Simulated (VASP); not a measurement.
Consider the following.

```yaml
crystal:
  lattice:
    - [0.00000, 1.81517, 1.81517]
    - [1.78834, 0.00000, 1.81517]
    - [1.78834, 1.81517, 0.00000]
  atoms:
    - { symbol: Cu, position: [0.00000, 0.00000, 0.00000] }
```

All values below come from r2SCAN meta-GGA, VASP's PBE PAW potentials (set 64) (plane waves; VASP). Numerical set-up: 480 eV cut-off, 16×16×16 Γ-centred mesh, first-order Methfessel-Paxton smearing of 0.10 eV, potentials Cu.

Q: Give the stress tensor in GPa (positive for a compressed cell).

A: 
```
-3.99   0.00   0.00
 0.00  -4.16   0.00
 0.00   0.00  -4.16
```
The pressure is its mean diagonal, -4.11 GPa.

The compound is Cu in the fcc structure. This cell was strained or had an atom moved on purpose.
